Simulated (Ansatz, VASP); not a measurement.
# Li2CaO2: VASP beside Ansatz

The input INCAR:

```
  PREC = Accurate
  ENCUT = 520
  EDIFF = 1E-6
  ISMEAR = 0
  SIGMA = 0.1
  LREAL = F
  LASPH = T
  NELM = 150
  ALGO = Normal
  ISIF = 2
  LWAVE = F
  LCHARG = F
  ISPIN = 2
  MAGMOM = 0 0 0 1 1
  LORBIT = 11
  GGA = PE
  NBANDS = 26
```

Contents of KPOINTS:

```
regular mesh
0
Gamma
  6 6 4
```

Contents of POSCAR:

```
Li2CaO2
1.0
    3.4790883300      0.0000000000      0.0000000000
   -1.7395441700      3.0129788800      0.0000000000
    0.0000000000      0.0000000000      6.4392901400
Li Ca O
2 1 2
Direct
    0.0000000000      0.0000000000      0.8337046000
    0.0000000000      0.0000000000      0.1662954000
    0.0000000000      0.0000000000      0.5000000000
    0.3333333300      0.6666666700      0.5000000000
    0.6666666700      0.3333333300      0.5000000000
```

Input for Ansatz:

```yaml
crystal:
  lattice:
    - [3.47908833, 0.0, 0.0]
    - [-1.73954417, 3.01297888, 0.0]
    - [0.0, 0.0, 6.43929014]
  atoms:
    - { symbol: Li, position: [0.0, 0.0, 0.8337046] }
    - { symbol: Li, position: [0.0, 0.0, 0.1662954] }
    - { symbol: Ca, position: [0.0, 0.0, 0.5] }
    - { symbol: O, position: [0.33333333, 0.66666667, 0.5], spin: 1.0 }
    - { symbol: O, position: [0.66666667, 0.33333333, 0.5], spin: 1.0 }
basis:
  ecutwfc: 420
kpoints:
  mp_grid: { grid: [6, 6, 4] }
hamiltonian:
  xc: pbe
scf:
  occupations: { method: gaussian, width: 0.1 }
  lower_state_search: "off"
output:
  forces: true
  stress: true
  eigenvalues: true
  populations: true
magnetization:
  spin_polarized: true
```

Alike in both runs: task single point; functional PBE; k mesh 6 × 6 × 4; occupations gaussian, width 0.1 eV; collinear spin.

|  | VASP | Ansatz |
| --- | --- | --- |
| version | VASP 6.6.1 | Ansatz 0.2.0 |
| potentials or method | VASP PAW PBE potentials, release 64 (Li_sv, Ca_sv, O) | scalar-relativistic, plane waves, PAW |
| plane-wave cutoff (eV) | 520 | 420 |
| valence electrons in the cell | 28 | 28 |

|  | VASP | Ansatz | Ansatz less VASP |
| --- | --- | --- | --- |
| gap on the k mesh at the Fermi level (eV) | none | none | - |
| rms of the force components (eV/Å) | 0.243 | 0.214 | -0.0293 |
| net moment per atom (μB) | 0.00 | 0.17 | +0.170 |
| size of the moment on the site where the two differ most (μB) | 0.00 | 0.35 | +0.352 |

The net moments differ so much that the two runs ended in different magnetic states, which moves the other rows too. Site moments also hang on the region over which each program counts them. Atom by atom the forces differ by 0.029 eV/Å (rms over components). A gap of «none» marks a metal or a gap that the smearing closes.
